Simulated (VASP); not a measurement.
Consider the following.

```xyz
3
Lattice="0.0000 3.0217 3.0217 3.0217 0.0000 3.0217 3.0217 3.0217 0.0000" Properties=species:S:1:pos:R:3 pbc="T T T"
Al     1.5109     1.5109     1.5109
Al     4.5326     4.5326     4.5326
Au     0.0000     0.0000     0.0000
```

Method: PBE GGA with D3 dispersion (zero damping), VASP's PBE PAW potentials (set 64) (plane waves; VASP). Settings: 520 eV cut-off, 9×9×9 Γ-centred mesh, first-order Methfessel-Paxton smearing of 0.10 eV, potentials Al Au.

Question: Give the stress tensor in GPa (positive for a compressed cell).

Answer: 
```
-3.12   0.00   0.00
 0.00  -3.12   0.00
 0.00   0.00  -3.12
```
The pressure is its mean diagonal, -3.12 GPa.

The compound is AuAl2 in the fluorite structure. This cell is one point of a volume scan, at 1.03 of the reference volume. The electron count is odd and the run is not spin-polarised, which forces a metal.
